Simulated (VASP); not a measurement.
Method: PBE GGA, VASP's PBE PAW potentials (set 64) (plane waves; VASP).

Input for VASP

### INCAR
```
SYSTEM = Al3Sc
PREC = Accurate
ENCUT = 400
EDIFF = 1E-6
NELM = 100
ALGO = Normal
LREAL = .FALSE.
LASPH = .TRUE.
ISMEAR = 1
SIGMA = 0.1
GGA = PE
LMAXMIX = 4
LWAVE = .FALSE.
LCHARG = .FALSE.
ISIF = 2
AMIX = 0.2
BMIX = 3.0
IMIX = 1
```

POSCAR:
```
Al3Sc
1.0
  4.1380510000   0.0000000000   0.0000000000
  0.0000000000   4.0999910000   0.0000000000
  0.0000000000   0.0000000000   4.1803850000
Sc Al
1 3
Cartesian
  0.0000000000   0.0000000000   0.0000000000
  0.0000000000   2.0499955000   2.0901925000
  2.0690255000   0.0000000000   2.0901925000
  2.1544141824   2.0499955000   0.0000000000
```

### KPOINTS
```
Regular mesh
0
Gamma
 7 7 7
0 0 0
```

POTCAR, in this order: Sc_sv Al (PBE.64 set). Program: vasp_std.

Problem. Estimate the energy per atom (σ→0), pressure, largest force, band gap (on the k-mesh).

Solution. 
```json
{
 "energy per atom (σ→0)": "-4.815 eV/atom",
 "band gap (on the k-mesh)": "none (metal, semimetal or under 0.01 eV)",
 "pressure": "-1.99 GPa",
 "largest_force": "0.00984 Ha/bohr"
}
```

File OSZICAR:
```
...
DAV:  50    -0.192589976062E+02    0.34159E-05   -0.61977E-07  1040   0.866E-03    0.175E-02
DAV:  51    -0.192589948185E+02    0.27876E-05   -0.52521E-07   968   0.836E-03    0.158E-02
DAV:  52    -0.192589925473E+02    0.22713E-05   -0.47800E-07  1052   0.774E-03    0.142E-02
DAV:  53    -0.192589906976E+02    0.18497E-05   -0.38257E-07   962   0.730E-03    0.129E-02
DAV:  54    -0.192589891919E+02    0.15056E-05   -0.34159E-07   938   0.669E-03    0.116E-02
DAV:  55    -0.192589879675E+02    0.12244E-05   -0.27864E-07   926   0.635E-03    0.105E-02
DAV:  56    -0.192589869727E+02    0.99489E-06   -0.24915E-07   932   0.576E-03
   1 F= -.19258987E+02 E0= -.19258788E+02  d E =-.598069E-03
```

The compound is Al3Sc in the L1_2 structure. The cell was not relaxed at this level, atoms are displaced from their ideal sites. The run is one of a series of settings (AMIX = 0.2, BMIX = 3.0, IMIX = 1 against the base run), some of them coarse on purpose.
